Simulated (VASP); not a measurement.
# HfGe (P-6m2) in VASP: notebook, part 2 of 2

VASP 6.6.1.

**3. Relaxation of cell and atoms, RPBE**

File INCAR:

```
ALGO     = Normal         # electronic algorithm
EDIFF    = 1E-6           # SCF threshold, eV
EDIFFG   = -0.01          # ionic threshold
ENCUT    = 600            # plane-wave cutoff, eV
GGA      = RP             # functional
IBRION   = 2              # ionic algorithm
ISIF     = 3              # what is computed and relaxed
ISMEAR   = 0              # smearing method
LASPH    = T              # aspherical terms in the spheres
LCHARG   = F              # write CHGCAR
LREAL    = F              # projectors in reciprocal space
LWAVE    = F              # write WAVECAR
NELM     = 80             # most SCF steps
NSW      = 60             # ionic steps
PREC     = Accurate       # precision mode
SIGMA    = 0.05           # smearing width, eV
```

File KPOINTS:

```
k-points
0
Gamma
  8 8 8
```

File POSCAR:

```
HfGe
1.0
    3.9335093900      0.0000000000      0.0000000000
   -1.9667546900      3.4065190500      0.0000000000
    0.0000000000      0.0000000000      3.5096193900
Hf Ge
1 1
Direct
    0.0000000000      0.0000000000      0.5000000000
    0.3333333300      0.6666666700      0.5000000000
```

Potentials or basis: VASP PAW PBE potentials, release 64 (Hf_pv, Ge_d).

The run is started by

```sh
$ cat potpaw_PBE.64/Hf_pv/POTCAR potpaw_PBE.64/Ge_d/POTCAR > POTCAR
$ mpirun -np 1 vasp_std > vasp.out
```

OUTCAR:

```text
EDIFF = 1E-6
   EDIFFG = -0.01
   ENCUT = 600
   GGA = RP
   IBRION = 2
   ISIF = 3
   ISMEAR = 0
   LASPH = T
   LREAL = F
   NELM = 80
   NSW = 60
   PREC = Accurate

 ion  position               nearest neighbor table
   1  0.000  0.000  0.500-   2 2.27   2 2.27   2 2.27
   2  0.333  0.667  0.500-   1 2.27   1 2.27   1 2.27

  LATTYP: Found a hexagonal cell.
 ALAT       =     3.9335093900
 C/A-ratio  =     0.8922361795

  Lattice vectors:

 A1 = (   3.9335093900,   0.0000000000,   0.0000000000)
 A2 = (  -1.9667546900,   3.4065190500,   0.0000000000)
 A3 = (   0.0000000000,   0.0000000000,   3.5096193900)

Analysis of symmetry for initial positions (statically):
=====================================================================
 Subroutine PRICEL returns:
 Original cell was already a primitive cell.

 Routine SETGRP: Setting up the symmetry group for a
 hexagonal supercell.

 Subroutine GETGRP returns: Found 12 space group operations
 (whereof 12 operations were pure point group operations)
 out of a pool of 24 trial point group operations.

The static configuration has the point symmetry D_3h.

Analysis of symmetry for dynamics (positions and initial velocities):
=====================================================================
 Subroutine PRICEL returns:
 Original cell was already a primitive cell.

 Routine SETGRP: Setting up the symmetry group for a
 hexagonal supercell.

 Subroutine GETGRP returns: Found 12 space group operations
 (whereof 12 operations were pure point group operations)
 out of a pool of 24 trial point group operations.

The dynamic configuration has the point symmetry D_3h.

 Subroutine INISYM returns: Found 12 space group operations
 (whereof 12 operations are pure point group operations),
 and found     1 'primitive' translations

----------------------------------------------------------------------------------------

                                     Primitive cell

  volume of cell :      47.0274

  direct lattice vectors                    reciprocal lattice vectors
     3.933509390  0.000000000  0.000000000     0.254225909  0.146777397  0.000000000
    -1.966754690  3.406519050  0.000000000     0.000000000  0.293554795  0.000000000
     0.000000000  0.000000000  3.509619390     0.000000000  0.000000000  0.284931182

  length of vectors
     3.933509390  3.933509381  3.509619390     0.293554794  0.293554795  0.284931182

  position of ions in fractional coordinates (direct lattice)
     0.000000000  0.000000000  0.500000000
     0.333333330  0.666666670  0.500000000

  ion indices of the primitive-cell ions
   primitive index   ion index
                 1           1
                 2           2

----------------------------------------------------------------------------------------

 KPOINTS: k-points

Automatic generation of k-mesh.
 Grid dimensions read from file:
 generate k-points for:    8    8    8

 Generating k-lattice:

  Cartesian coordinates                     Fractional coordinates (reciprocal lattice)
     0.031778239  0.018347175  0.000000000     0.125000000 -0.000000000  0.000000000
     0.000000000  0.036694349  0.000000000     0.000000000  0.125000000  0.000000000
     0.000000000  0.000000000  0.035616398     0.000000000  0.000000000  0.125000000

  Length of vectors
     0.036694349  0.036694349  0.035616398

  Shift w.r.t. Gamma in fractional coordinates (k-lattice)
     0.000000000  0.000000000  0.000000000

 Subroutine IBZKPT returns following result:
 ===========================================

 Found     50 irreducible k-points:

 Following reciprocal coordinates:
            Coordinates               Weight
  0.000000  0.000000  0.000000      1.000000
  0.125000  0.000000  0.000000      6.000000
  0.250000  0.000000  0.000000      6.000000
  0.375000  0.000000  0.000000      6.000000
  0.500000  0.000000  0.000000      3.000000
  0.125000  0.125000  0.000000      6.000000
[... 16 lines left out ...]
  0.250000  0.000000  0.250000     12.000000
  0.375000  0.000000  0.250000     12.000000
 [... further k-points ...]
   k-points           NKPTS =     50   k-points in BZ     NKDIM =     50   number of bands    NBANDS=     16
   number of dos      NEDOS =    301   number of ions     NIONS =      2
   total plane-waves  NPLWV =  28672
   dimension x,y,z NGX =    32 NGY =   32 NGZ =   28
   dimension x,y,z NGXF=    64 NGYF=   64 NGZF=   56
   ions per type =               1   1
   NGX,Y,Z   is equivalent  to a cutoff of  13.52, 13.52, 13.26 a.u.
   NGXF,Y,Z  is equivalent  to a cutoff of  27.05, 27.05, 26.53 a.u.
 SYSTEM =  unknown system
   PREC   = accura    normal or accurate (medium, high low for compatibility)
   ISTART =      0    job   : 0-new  1-cont  2-samecut
   ICHARG =      2    charge: 1-file 2-atom 10-const
   ISPIN  =      1    spin polarized calculation?
   LNONCOLLINEAR =      F non collinear calculations
   LSORBIT =      F    spin-orbit coupling
   LASPH  =      T    aspherical Exc in radial PAW
   ENCUT  =  600.0 eV  44.10 Ry    6.64 a.u.   7.86  7.86  7.01*2*pi/ulx,y,z
   NELM   =     80;   NELMIN=  2; NELMDL= -5     # of ELM steps
   EDIFF  = 0.1E-05   stopping-criterion for ELM
   LREAL  =      F    real-space projection
   EDIFFG = -.1E-01   stopping-criterion for IOM
   NSW    =     60    number of steps for IOM
   IBRION =      2    ionic relax: 0-MD 1-quasi-New 2-CG
   NFREE  =      1    steps in history (QN), initial steepest desc. (CG)
   ISIF   =      3    stress and relaxation
   ISYM   =      2    0-nonsym 1-usesym 2-fastsym
   POTIM  = 0.5000    time-step for ionic-motion
   TEBEG  =    0.0;   TEEND  =   0.0 temperature during run
   PSTRESS=    0.0 pullay stress
   NELECT =      24.0000    total number of electrons
   NUPDOWN=      -1.0000    fix difference up-down
   EMIN   =  10.00;   EMAX   =-10.00  energy-range for DOS
   EFERMI =   0.00;   METHOD = LEGACY
   ISMEAR =     0;   SIGMA  =   0.05  broadening in eV -4-tet -1-fermi 0-gaus
   EFERMI_NEDOS =   21; number of points for ismear=-14 and -15
   IALGO  =     38    algorithm
   IMIX   =      4    mixing-type and parameters
     AMIX     =   0.40;   BMIX     =  1.00
     AMIX_MAG =   1.60;   BMIX_MAG =  1.00
  volume/ion in A,a.u.               =      23.51       158.68
  Fermi-wavevector in a.u.,A,eV,Ry     =   1.308263  2.472258 23.287063  1.711551
  Thomas-Fermi vector in A             =   2.438941
   LORBIT       =      0    0 simple, 1 ext, 2 COOP (PROOUT), +10 PAW based schemes
   GGA     = RP    functional components
   LHFCALC =     F    Hartree Fock is set to
   AEXX    =    0.0000 exact exchange contribution
   IVDW    =     0    specifies the selected vdW correction
   LEPSILON=     F    determine dielectric tensor
   LRPA    =     F    only Hartree local field effects (RPA)
 conjugate gradient relaxation of ions
 non-spin polarized calculation
 Gauss-broadening in eV      SIGMA  =   0.05
  energy-cutoff  :      600.00
  volume of cell :       47.03
 maximum number of plane-waves:      1594
 NGX is ok and might be reduce to    32
   NGX = 15   NGY = 15   NGZ = 15

--------------------------------------- Ionic step        1  -------------------------------------------

 number of electron      23.9999995 magnetization

 Free energy of the ion-electron system (eV)
  ---------------------------------------------------
  ext. energy  EPLUGINS =         0.00000000
  ---------------------------------------------------
  free energy    TOTEN  =        -9.56172475 eV

  energy without entropy =       -9.55777511  energy(sigma->0) =       -9.55974993

 E-fermi :   4.1011     XC(G=0): -10.1277

 val. band max:        4.1003050595   @ k =   0.5000   0.0000   0.1250
 cond. band min:       4.1016526265   @ k =   0.3750   0.1250   0.1250
 fundamental gap:      0.0013475670
 Fermi energy:         4.1010551991

 k-point     1 :       0.0000    0.0000    0.0000
  band No.  band energies     occupation
      1     -26.6579      2.00000
      2     -26.6579      2.00000
      3     -26.4797      2.00000
      4     -19.7935      2.00000
      5     -19.7548      2.00000
      6     -19.7548      2.00000
[... 548 lines left out ...]
  FREE ENERGIE OF THE ION-ELECTRON SYSTEM (eV)
  ---------------------------------------------------
  free  energy   TOTEN  =       -12.3468442801 eV

  energy  without entropy=      -12.3454494473  energy(sigma->0) =      -12.34614686

[... ionic steps 4 to 9 ...]

--------------------------------------- Ionic step       10  -------------------------------------------

 number of electron      24.0000008 magnetization

------------------------ aborting loop because EDIFF is reached ----------------------------------------
[... 67 lines left out ...]
--------------------------------------- Ionic step       12  -------------------------------------------

 number of electron      24.0000008 magnetization

 Free energy of the ion-electron system (eV)
  ---------------------------------------------------
  ext. energy  EPLUGINS =         0.00000000
  ---------------------------------------------------
  free energy    TOTEN  =       -12.62046900 eV

  energy without entropy =      -12.61962749  energy(sigma->0) =      -12.62004824

 E-fermi :   2.9286     XC(G=0):  -9.3934

 val. band max:        2.8798184463   @ k =   0.3750   0.2500   0.2500
 cond. band min:       2.9600261453   @ k =   0.1250   0.1250   0.5000
 fundamental gap:      0.0802076990
 Fermi energy:         2.9286482699

 k-point     1 :       0.0000    0.0000    0.0000
  band No.  band energies     occupation
      1     -28.0987      2.00000
      2     -28.0987      2.00000
      3     -27.6127      2.00000
      4     -20.7719      2.00000
      5     -20.6695      2.00000
      6     -20.6695      2.00000
[... 476 lines left out ...]
  FREE ENERGIE OF THE ION-ELECTRON SYSTEM (eV)
  ---------------------------------------------------
  free  energy   TOTEN  =       -12.6204690015 eV

  energy  without entropy=      -12.6196274876  energy(sigma->0) =      -12.62004824

 reached required accuracy - stopping structural energy minimisation
```

It took 3 min on 1 thread of Intel Xeon Platinum 8488C (Sapphire Rapids), shared host; peak memory 0.21 GiB.

Results:

```
Free energy                            : -12.6205 eV
Relaxed volume                         : 28.18 Å³/atom
Relaxed cell                           : a = 4.645 Å, b = 4.645 Å, c = 3.016 Å, α = 90.00°, β = 90.00°, γ = 120.00°
Space group after relaxing (to 0.05 Å) : P-6m2 (No. 187)
Energy gained by relaxing              : 1529.4 meV/atom
Ionic steps                            : 12
Pressure after relaxing                : 0.0 GPa
Band gap on the k mesh                 : 0.08 eV, indirect (least direct gap 0.21 eV)
```

Step by step:
```
step  energy change (eV)  largest force (eV/Å)  pressure (GPa)  volume (Å³)
   1              0.0000                0.0000           39.40        47.03
   2             -1.0595                0.0000          -10.43        92.90
   3             -2.7851                0.0000           -4.90        66.19
   4             -2.8010                0.0000           -3.82        64.97
   5             -2.8038                0.0000           -3.08        64.15
   6             -3.0014                0.0000           -2.17        59.84
   7             -3.0543                0.0000           -1.00        57.44
   8             -3.0577                0.0000           -0.22        56.43
   9             -3.0579                0.0000           -0.40        56.61
  10             -3.0579                0.0000           -0.50        56.76
  11             -3.0584                0.0000            0.26        56.11
  12             -3.0587                0.0000           -0.01        56.36
```

Final structure:
```cif
data_structure
_symmetry_space_group_name_H-M 'P 1'
_symmetry_Int_Tables_number 1
_cell_length_a 4.6451
_cell_length_b 4.6451
_cell_length_c 3.0161
_cell_angle_alpha 90.000
_cell_angle_beta 90.000
_cell_angle_gamma 120.000
_cell_volume 56.36
loop_
_atom_site_label
_atom_site_type_symbol
_atom_site_fract_x
_atom_site_fract_y
_atom_site_fract_z
_atom_site_occupancy
Hf1 Hf 0.00000 0.00000 0.50000 1
Ge1 Ge 0.33333 0.66667 0.50000 1
```

Caveat: the volume moved by over 15 % at a fixed basis, so the end points are rough; the PAW data sets were made with another functional, which shifts forces and pressure a little; spin-orbit coupling is left out, which moves the levels of the heavy elements.

**4. Single point, HSE03**

File POSCAR:

```
HfGe
1.0
    3.9335093900      0.0000000000      0.0000000000
   -1.9667546900      3.4065190500      0.0000000000
    0.0000000000      0.0000000000      3.5096193900
Hf Ge
1 1
Cartesian
    0.0000000000      0.0000000000      1.7548096950
   -0.0000000163      2.2710127114      1.7548096950
```

File INCAR.step1:

```
PREC = Accurate
ENCUT = 520
EDIFF = 1E-5
ISMEAR = 0
SIGMA = 0.05
LREAL = F
LASPH = T
NELM = 80
ALGO = Normal
ISIF = 2
LWAVE = T
LCHARG = F
NBANDS = 19
GGA = PE
```

File INCAR.step2:

```
PREC = Accurate
ENCUT = 520
EDIFF = 1E-6
ISMEAR = 0
SIGMA = 0.05
LREAL = F
LASPH = T
NELM = 80
ALGO = Normal
ISIF = 2
LWAVE = F
LCHARG = F
GGA = PE
LHFCALC = T
HFSCREEN = 0.3
PRECFOCK = Fast
NBANDS = 19
ISTART = 1
```

File KPOINTS:

```
regular mesh
0
Gamma
  4 4 4
```

The run is started by

```sh
$ cat potpaw_PBE.64/Hf_pv/POTCAR potpaw_PBE.64/Ge_d/POTCAR > POTCAR
$ cp INCAR.step1 INCAR
$ mpirun -np 1 vasp_std > vasp.out
$ cp INCAR.step2 INCAR
$ mpirun -np 1 vasp_std > vasp.out
```

Wall time 5.9 min (1 thread of Intel Xeon Platinum 8488C (Sapphire Rapids), shared host); peak memory 0.27 GiB.

The run converged. Its results:

| Property | Result |
| --- | --- |
| Free energy | -12.0355 eV |
| Pressure | 37.0 GPa |
| Band gap on the k mesh | none (metal or under the smearing width) |

Stress tensor (GPa, compression positive):
```
 62.43   0.00   0.00
  0.00  62.43   0.00
  0.00   0.00 -13.82
```

Levels at points of the mesh, in eV from the Fermi level:
```csv
k point,band 10,band 11,band 12,band 13,band 14,band 15
"(0.00, 0.00, 0.00)",-3.07,-3.07,-1.55,2.79,3.59,3.59
"(0.50, 0.00, 0.00)",-4.32,-0.94,-0.33,0.37,1.65,3.24
"(0.00, 0.00, 0.50)",-3.70,-2.60,-2.60,1.72,1.72,5.36
"(0.50, 0.00, 0.50)",-3.73,-2.80,0.36,0.96,1.29,2.23
```

Caveat: the k mesh is coarse (spacing up to 0.46 Å⁻¹), so the values aren't converged, least of all with exact exchange; a pressure of tens of GPa on the cell as given is suspect, and the run, the potentials or the cell itself is likely at fault; the PAW data sets were made with another functional, which shifts forces and pressure a little. The run has no spin-orbit coupling, so splittings on Hf are missing.

**5. Summary**

| task | level | cell | k mesh | cutoff (eV) | grid for exact exchange (PRECFOCK) | mesh quality | gap on the mesh (eV) | pressure (GPa) | relaxed volume (Å³/atom) |
| --- | --- | --- | --- | --- | --- | --- | --- | --- | --- |
| relaxation of cell and atoms | PBE | relaxed | 8 × 8 × 8 | 600 | - | not flagged | none | 0.0 | 27.30 |
| relaxation of cell and atoms | RPBE | relaxed | 8 × 8 × 8 | 600 | - | not flagged | 0.08 | 0.0 | 28.18 |
| single point | HSE03 | as given | 4 × 4 × 4 | 520 | Fast | coarse | none | 37.0 | - |

Alike in all rows: potentials or basis VASP PAW PBE potentials, release 64 (Hf_pv, Ge_d); no spin polarisation; smearing gaussian 0.05 eV.

Caveats: some runs use coarse meshes; the volume moved by over 15 % at a fixed basis, so the end points are rough (some runs); the PAW data sets were made with another functional, which shifts forces and pressure a little (some runs); spin-orbit coupling is left out, which moves the levels of the heavy elements (some runs); a pressure of tens of GPa on the cell as given is suspect, and the run, the potentials or the cell itself is likely at fault (some runs).

Absolute energies hang on the potentials; compare differences alone.
